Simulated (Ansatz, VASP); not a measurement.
# RbCaH3: VASP beside Ansatz, part 3 of 3

Aim: how closely do two programs agree when they are given the same cell, functional and k mesh? The cell is taken from a series of runs on this material, whose earlier steps may have relaxed, scaled, displaced or heated it; both programs get it as it stands.

VASP 6.6.1 and Ansatz 0.2.0.

So far: Starting point; Ansatz: zone-centre phonons, LDA; VASP: zone-centre phonons, LDA.

### Step 3. VASP: zone-centre phonons, LDA (continued)

Level of this step: LDA; plane waves and PAW (Rb_sv, Ca_sv, H) (VASP).

From OUTCAR (step 3):

```text
ion  position               nearest neighbor table
   1  0.000  0.000  0.000-   3 3.11   4 3.11   5 3.11   3 3.11   4 3.11   3 3.11   5 3.11   3 3.11
                             4 3.11   5 3.11   4 3.11   5 3.11   2 3.81   2 3.81   2 3.81   2 3.81
   2  0.500  0.500  0.500-   1 3.81   1 3.81   1 3.81   1 3.81   1 3.81   1 3.81   1 3.81   1 3.81

  LATTYP: Found a simple cubic cell.
 ALAT       =     4.3969175627

 Subroutine GETGRP returns: Found 48 space group operations
 (whereof 48 operations were pure point group operations)

The static configuration has the point symmetry O_h .

 Found     10 irreducible k-points:

   k-points           NKPTS =     10   k-points in BZ     NKDIM =     10   number of bands    NBANDS=     17

   dimension x,y,z NGX =    32 NGY =   32 NGZ =   32
   dimension x,y,z NGXF=    64 NGYF=   64 NGZF=   64

   ENCUT  =  500.0 eV  36.75 Ry    6.06 a.u.   8.02  8.02  8.02*2*pi/ulx,y,z

   NELECT =      22.0000    total number of electrons

 k-points in reciprocal lattice and weights: Automatic mesh
   0.00000000  0.00000000  0.00000000       0.016
   0.25000000  0.00000000  0.00000000       0.094
   0.50000000  0.00000000  0.00000000       0.047
   0.25000000  0.25000000  0.00000000       0.188
   0.50000000  0.25000000  0.00000000       0.188
   0.50000000  0.50000000  0.00000000       0.047
   0.25000000  0.25000000  0.25000000       0.125
   0.50000000  0.25000000  0.25000000       0.188
   0.50000000  0.50000000  0.25000000       0.094
   0.50000000  0.50000000  0.50000000       0.016

 average (electrostatic) potential at core
       1 -37.4092       2 -47.8318       3 -33.5713       4 -33.5713       5 -33.5713

  Total        0.0293454      0.0293454      0.0293454     -0.0000000     -0.0000000      0.0000000
  in kB        0.5531027      0.5531027      0.5531027     -0.0000000     -0.0000000      0.0000000
  external PRESSURE =       0.5531027 kB  Pullay stress =       0.0000000 kB

  energy-cutoff  :      500.00
  volume of cell :       85.01
      direct lattice vectors                 reciprocal lattice vectors
     4.396917563  0.000000000  0.000000000     0.227432056  0.000000000  0.000000000
     0.000000000  4.396917563  0.000000000     0.000000000  0.227432056  0.000000000
     0.000000000  0.000000000  4.396917563     0.000000000  0.000000000  0.227432056

 POSITION                                       TOTAL-FORCE (eV/Angst)
 -----------------------------------------------------------------------------------
      0.00000      0.00000      0.00000         0.000000      0.000000      0.000000
      2.19846      2.19846      2.19846         0.000000      0.000000      0.000000
      0.00000      2.19846      2.19846         0.000000      0.000000      0.000000
      2.19846      0.00000      2.19846         0.000000      0.000000      0.000000
      2.19846      2.19846      0.00000         0.000000      0.000000      0.000000
 -----------------------------------------------------------------------------------
    total drift:                                0.000000      0.000000     -0.000000

[...]
2    -0.00000    -1.06675     0.00000
    3     0.00000     0.00000    -0.88373
 ion    5
    1    -0.88373     0.00000     0.00000
    2     0.00000    -0.88373     0.00000
    3    -0.00000     0.00000    -1.06675

 Eigenvectors and eigenvalues of the dynamical matrix
 ----------------------------------------------------

   1 f  =   36.566490 THz   229.754033 2PiTHz 1219.726819 cm-1   151.226784 meV
             X         Y         Z           dx          dy          dz
      0.000000  0.000000  0.000000     0.000002    0.004727   -0.000000
      2.198459  2.198459  2.198459     0.000052    0.135309    0.000000
      0.000000  2.198459  2.198459    -0.000377    0.044487    0.000000
      2.198459  0.000000  2.198459     0.000017   -0.988793    0.000000
      2.198459  2.198459  0.000000     0.000017    0.044487    0.000000

   2 f  =   36.566490 THz   229.754033 2PiTHz 1219.726819 cm-1   151.226784 meV
             X         Y         Z           dx          dy          dz
      0.000000  0.000000  0.000000    -0.000000   -0.000000   -0.004727
      2.198459  2.198459  2.198459    -0.000000   -0.000000   -0.135309
      0.000000  2.198459  2.198459     0.000000   -0.000000   -0.044487
      2.198459  0.000000  2.198459    -0.000000    0.000000   -0.044487
      2.198459  2.198459  0.000000     0.000000   -0.000000    0.988793

   3 f  =   36.566490 THz   229.754033 2PiTHz 1219.726819 cm-1   151.226784 meV
             X         Y         Z           dx          dy          dz
      0.000000  0.000000  0.000000    -0.004727    0.000002   -0.000000
      2.198459  2.198459  2.198459    -0.135309    0.000052   -0.000000
      0.000000  2.198459  2.198459     0.988793    0.000017    0.000000
      2.198459  0.000000  2.198459    -0.044487   -0.000377   -0.000000
      2.198459  2.198459  0.000000    -0.044487    0.000017   -0.000000

   4 f  =   12.045492 THz    75.684056 2PiTHz  401.794352 cm-1    49.816128 meV
             X         Y         Z           dx          dy          dz
      0.000000  0.000000  0.000000    -0.002813   -0.002555    0.000520
      2.198459  2.198459  2.198459     0.167794    0.152385   -0.030998
      0.000000  2.198459  2.198459    -0.022460   -0.458282    0.093224
      2.198459  0.000000  2.198459    -0.504621   -0.020397    0.093224
      2.198459  2.198459  0.000000    -0.504621   -0.458282    0.004149

   5 f  =   12.045492 THz    75.684056 2PiTHz  401.794352 cm-1    49.816128 meV
             X         Y         Z           dx          dy          dz
      0.000000  0.000000  0.000000     0.001664   -0.001171    0.003252
      2.198459  2.198459  2.198459    -0.099253    0.069840   -0.193928
      0.000000  2.198459  2.198459     0.013285   -0.210035    0.583218
      2.198459  0.000000  2.198459     0.298491   -0.009348    0.583218
      2.198459  2.198459  0.000000     0.298491   -0.210035    0.025958

   6 f  =   12.045492 THz    75.684056 2PiTHz  401.794352 cm-1    49.816128 meV
             X         Y         Z           dx          dy          dz
      0.000000  0.000000  0.000000    -0.002007    0.002610    0.001967
      2.198459  2.198459  2.198459     0.119712   -0.155686   -0.117336
      0.000000  2.198459  2.198459    -0.016024    0.468208    0.352876
      2.198459  0.000000  2.198459    -0.360022    0.020839    0.352876
      2.198459  2.198459  0.000000    -0.360022    0.468208    0.015706

   7 f  =   10.299508 THz    64.713716 2PiTHz  343.554600 cm-1    42.595323 meV
             X         Y         Z           dx          dy          dz
      0.000000  0.000000  0.000000    -0.000000    0.000000   -0.000000
      2.198459  2.198459  2.198459    -0.000000   -0.000000    0.000000
      0.000000  2.198459  2.198459    -0.000000    0.190874   -0.101223
      2.198459  0.000000  2.198459     0.673291   -0.000000    0.101223
      2.198459  2.198459  0.000000    -0.673291   -0.190874   -0.000000

   8 f  =   10.299508 THz    64.713716 2PiTHz  343.554600 cm-1    42.595323 meV
             X         Y         Z           dx          dy          dz
      0.000000  0.000000  0.000000    -0.000000   -0.000000    0.000000
      2.198459  2.198459  2.198459     0.000000    0.000000   -0.000000
      0.000000  2.198459  2.198459    -0.000000    0.335291   -0.594609
      2.198459  0.000000  2.198459    -0.184446    0.000000    0.594609
      2.198459  2.198459  0.000000     0.184446   -0.335291   -0.000000

   9 f  =   10.299508 THz    64.713716 2PiTHz  343.554600 cm-1    42.595323 meV
             X         Y         Z           dx          dy          dz
      0.000000  0.000000  0.000000     0.000000    0.000000   -0.000000
      2.198459  2.198459  2.198459    -0.000000    0.000000   -0.000000
      0.000000  2.198459  2.198459     0.000000    0.592577    0.369045
      2.198459  0.000000  2.198459    -0.112510   -0.000000   -0.369045
      2.198459  2.198459  0.000000     0.112510   -0.592577   -0.000000

  10 f  =    3.263731 THz    20.506628 2PiTHz  108.866353 cm-1    13.497701 meV
             X         Y         Z           dx          dy          dz
      0.000000  0.000000  0.000000     0.407761   -0.407141    0.056558
      2.198459  2.198459  2.198459    -0.553451    0.552609   -0.076765
      0.000000  2.198459  2.198459    -0.082004    0.091188   -0.012667
      2.198459  0.000000  2.198459    -0.091327    0.081879   -0.012667
      2.198459  2.198459  0.000000    -0.091327    0.091188   -0.011374

  11 f  =    3.263731 THz    20.506628 2PiTHz  108.866353 cm-1    13.497701 meV
             X         Y         Z           dx          dy          dz
      0.000000  0.000000  0.000000    -0.402734   -0.411655   -0.059805
      2.198459  2.198459  2.198459     0.546628    0.558736    0.081173
      0.000000  2.198459  2.198459     0.080993    0.092199    0.013395
      2.198459  0.000000  2.198459     0.090201    0.082787    0.013395
      2.198459  2.198459  0.000000     0.090201    0.092199    0.012027

  12 f  =    3.263731 THz    20.506628 2PiTHz  108.866353 cm-1    13.497701 meV
             X         Y         Z           dx          dy          dz
      0.000000  0.000000  0.000000    -0.082266   -0.002778    0.573111
      2.198459  2.198459  2.198459     0.111659    0.003771   -0.777879
      0.000000  2.198459  2.198459     0.016544    0.000622   -0.128360
      2.198459  0.000000  2.198459     0.018425    0.000559   -0.128360
      2.198459  2.198459  0.000000     0.018425    0.000622   -0.115257

  13 f/i=    0.006784 THz     0.042625 2PiTHz    0.226291 cm-1     0.028056 meV
             X         Y         Z           dx          dy          dz
      0.000000  0.000000  0.000000     0.261996    0.771684    0.024368
      2.198459  2.198459  2.198459     0.179429    0.528492    0.016688
      0.000000  2.198459  2.198459     0.028368    0.083855    0.002648
      2.198459  0.000000  2.198459     0.028470    0.083555    0.002648
      2.198459  2.198459  0.000000     0.028470    0.083855    0.002638

  14 f/i=    0.006784 THz     0.042625 2PiTHz    0.226291 cm-1     0.028056 meV
             X         Y         Z           dx          dy          dz
      0.000000  0.000000  0.000000    -0.771847    0.262406   -0.011245
      2.198459  2.198459  2.198459    -0.528604    0.179711   -0.007702
      0.000000  2.198459  2.198459    -0.083572    0.028514   -0.001222
      2.198459  0.000000  2.198459    -0.083873    0.028412   -0.001222
      2.198459  2.198459  0.000000    -0.083873    0.028514   -0.001218

  15 f/i=    0.006784 THz     0.042625 2PiTHz    0.226291 cm-1     0.028056 meV
             X         Y         Z           dx          dy          dz
      0.000000  0.000000  0.000000     0.018486    0.019455   -0.814869
      2.198459  2.198459  2.198459     0.012661    0.013324   -0.558068
      0.000000  2.198459  2.198459     0.002002    0.002114   -0.088548
      2.198459  0.000000  2.198459     0.002009    0.002107   -0.088548
      2.198459  2.198459  0.000000     0.002009    0.002114   -0.088231

 MACROSCOPIC STATIC DIELECTRIC TENSOR IONIC CONTRIBUTION
 ------------------------------------------------------
           8.580605    -0.000000     0.000000
          -0.000000     8.580605    -0.000000
           0.000000    -0.000000     8.580605
 ------------------------------------------------------

 ELASTIC MODULI CONTR FROM IONIC RELAXATION (kBar)
 Direction    XX          YY          ZZ          XY          YZ          ZX
 --------------------------------------------------------------------------------
 XX           0.0000      0.0000      0.0000      0.0000      0.0000      0.0000
 YY           0.0000      0.0000      0.0000      0.0000      0.0000      0.0000
 ZZ           0.0000      0.0000      0.0000      0.0000      0.0000      0.0000
 XY           0.0000      0.0000      0.0000      0.0000      0.0000      0.0000
 YZ           0.0000      0.0000      0.0000      0.0000      0.0000      0.0000
 ZX           0.0000      0.0000      0.0000      0.0000      0.0000      0.0000
 --------------------------------------------------------------------------------

 PIEZOELECTRIC TENSOR IONIC CONTR  for field in x, y, z        (C/m^2)
          XX          YY          ZZ          XY          YZ          ZX
  --------------------------------------------------------------------------------
  x     0.00000     0.00000     0.00000     0.00000     0.00000     0.00000
  y     0.00000     0.00000     0.00000     0.00000     0.00000     0.00000
  z     0.00000     0.00000     0.00000     0.00000     0.00000     0.00000
```

### Step 4. Comparison

Known differences besides the potentials themselves: the two LDA forms differ slightly; fixed occupations in Ansatz, narrow Gaussian smearing in VASP; VASP's run holds the zone centre alone; VASP's response is taken on the typed mesh, Ansatz refines its own for the field response alone; the cutoff is 1006.82 eV in Ansatz and 500 eV in VASP; VASP's log shows a relativistic correction to its local exchange, Ansatz's none. Total energies have different zeros and are not compared.

The two programs side by side:

| quantity | Ansatz | VASP | difference |
| --- | --- | --- | --- |
| ε∞ xx | 3.45 | 3.48 | -0.75 % |
| ε∞ yy | 3.45 | 3.48 | -0.75 % |
| ε∞ zz | 3.45 | 3.48 | -0.75 % |
| Born charge of Rb1 (mean of the diagonal) (e) | 1.09 | 1.09 | 0.00 |
| Born charge of Ca2 (mean of the diagonal) (e) | 1.74 | 1.74 | -0.01 |
| Born charge of H3 (mean of the diagonal) (e) | -0.94 | -0.94 | 0.00 |
| optical mode 1 to 3 (cm⁻¹) | 108.2 | 108.9 | -0.57 % |
| optical mode 4 to 6 (cm⁻¹) | 347.9 | 343.6 | +1.28 % |
| optical mode 7 to 9 (cm⁻¹) | 404.6 | 401.8 | +0.69 % |
| optical mode 10 to 12 (cm⁻¹) | 1207.1 | 1219.7 | -1.03 % |

Modes are paired by rising frequency, not by their patterns, so a pair may set unlike modes beside each other; they are those without the splitting of longitudinal modes.

### Step 5. Summary of results

| Property | Result |
| --- | --- |
| r.m.s. difference of the optical zone-centre modes, each program's sorted by frequency (zone-centre phonons, LDA) | 6.8 cm⁻¹ |
| difference in optical mode 4 to 6 (zone-centre phonons, LDA) | +1.3 % |

What this shows: The r.m.s. difference of the optical zone-centre modes, each program's sorted by frequency is 6.8 cm⁻¹ (zone-centre phonons, LDA). Among the rows given in per cent, the largest difference of the zone-centre phonons, LDA pair is in optical mode 4 to 6, +1.3 %. Such differences can come from data sets, numerical settings and the points named under the comparisons, not from the functional's error against experiment.

[Lines on the potential files, build, host, timing and source positions are cut from VASP's logs without a mark.]

[Logs are printed without paths, hosts, clocks, repeated set-up lines and the standing remarks that a program may print on its own settings, such as how far it seeks lower states.]

[Hosts, paths, dates, database ids (printed as entryN), source tags and the programs' standing remarks are cut or masked in the printed files.]
